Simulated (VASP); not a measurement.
These are AM05 GGA, VASP's PBE PAW potentials (set 64) (plane waves; VASP) values and carry that method's errors.

A VASP calculation is set up with these files.

### KPOINTS
```
k-points along high-symmetry lines
15
Line-mode
Reciprocal
  0.000000   0.000000   0.000000 ! GAMMA
  0.000000   0.500000   0.000000 ! X

  0.000000   0.500000   0.000000 ! X
  0.500000   0.500000   0.000000 ! M

  0.500000   0.500000   0.000000 ! M
  0.000000   0.000000   0.000000 ! GAMMA

  0.000000   0.000000   0.000000 ! GAMMA
  0.500000   0.500000   0.500000 ! R

  0.500000   0.500000   0.500000 ! R
  0.000000   0.500000   0.000000 ! X

  0.500000   0.500000   0.500000 ! R
  0.500000   0.500000   0.000000 ! M
```

**POSCAR**
```
SrVO3
1.0
  3.8191395358   0.0000000000   0.0000000000
  0.0000000000   3.8191395358   0.0000000000
  0.0000000000   0.0000000000   3.8191395358
Sr V O
1 1 3
Direct
  0.0000000000   0.0000000000   0.0000000000
  0.5000000000   0.5000000000   0.5000000000
  0.5000000000   0.0000000000   0.5000000000
  0.0000000000   0.5000000000   0.5000000000
  0.5000000000   0.5000000000   0.0000000000
```

### INCAR
```
SYSTEM = SrVO3
PREC = Accurate; ENCUT = 520; LREAL = .FALSE.
LASPH = .TRUE.; ICHARG = 11
EDIFF = 1E-7; NELM = 100; ALGO = Normal
LMAXMIX = 4
ISMEAR = 0; SIGMA = 0.05
GGA = AM
LWAVE = .FALSE.; LCHARG = .FALSE.; LORBIT = 11
```

POTCAR, in this order: Sr_sv V_sv O (PBE.64 set). Program: vasp_std. Read from the step before: CHGCAR.

What VASP printed:

File OSZICAR:
```
       N       E                     dE             d eps       ncg     rms          rms(c)
DAV:   1     0.413529632623E+03    0.41353E+03   -0.24777E+04  4328   0.180E+03
DAV:   2    -0.975207542232E+01   -0.42328E+03   -0.41842E+03  5048   0.483E+02
DAV:   3    -0.383404427426E+02   -0.28588E+02   -0.27581E+02  5264   0.120E+02
DAV:   4    -0.392014184933E+02   -0.86098E+00   -0.86078E+00  6576   0.191E+01
DAV:   5    -0.392156795579E+02   -0.14261E-01   -0.14261E-01  5400   0.194E+00
DAV:   6    -0.392160918528E+02   -0.41229E-03   -0.41229E-03  5872   0.239E-01
DAV:   7    -0.392160977571E+02   -0.59044E-05   -0.59040E-05  5600   0.270E-02
DAV:   8    -0.392160978467E+02   -0.89598E-07   -0.89640E-07  4712   0.346E-03
   1 F= -.39216098E+02 E0= -.39215163E+02  d E =-.186897E-02
```

**OUTCAR**
```
 val. band max:        5.6883085534   @ k =   0.0714   0.0714   0.0714

 cond. band min:       5.7140119114   @ k =   0.0000   0.1071   0.0000



 k-point     1 :       0.0000    0.0000    0.0000
  band No.  band energies     occupation
      1     -59.0550      2.00000
      2     -33.1003      2.00000
      3     -33.1003      2.00000
      4     -33.1003      2.00000
      5     -28.0243      2.00000
      6     -13.3571      2.00000
      7     -12.1252      2.00000
      8     -12.1252      2.00000
      9     -10.0800      2.00000
     10     -10.0800      2.00000
     11     -10.0800      2.00000
     12       1.1218      2.00000
     13       1.1218      2.00000
     14       1.1218      2.00000
     15       3.0671      2.00000
     16       3.0671      2.00000
     17       3.0671      2.00000
     18       3.9506      2.00000
     19       3.9506      2.00000
     20       3.9506      2.00000
     21       5.3923      2.00000
     22       5.3923      2.00000
     23       5.3923      2.00000
     24       7.7364      0.00000

 k-point     2 :       0.0000    0.0357    0.0000
  band No.  band energies     occupation
      1     -59.0550      2.00000
      2     -33.1007      2.00000
      3     -33.1002      2.00000
      4     -33.1002      2.00000
      5     -28.0239      2.00000
      6     -13.3570      2.00000
      7     -12.1285      2.00000
      8     -12.1245      2.00000
      9     -10.0791      2.00000
     10     -10.0791      2.00000
     11     -10.0691      2.00000
     12       1.1021      2.00000
     13       1.1207      2.00000
     14       1.1207      2.00000
     15       3.0436      2.00000
     16       3.0436      2.00000
     17       3.0534      2.00000
     18       3.9011      2.00000
     19       3.9350      2.00000
     20       3.9350      2.00000
     21       5.3939      2.00000
     22       5.4334      2.00000
     23       5.4334      2.00000
     24       7.7369      0.00000

...
```

The density is held fixed in this step, so its total energy and stress have no physical meaning.

The compound is SrVO3 in the cubic perovskite structure. It was relaxed first. The run is not spin-polarised, so no magnetic state was tried. The electron count is odd and the run is not spin-polarised, which forces a metal.
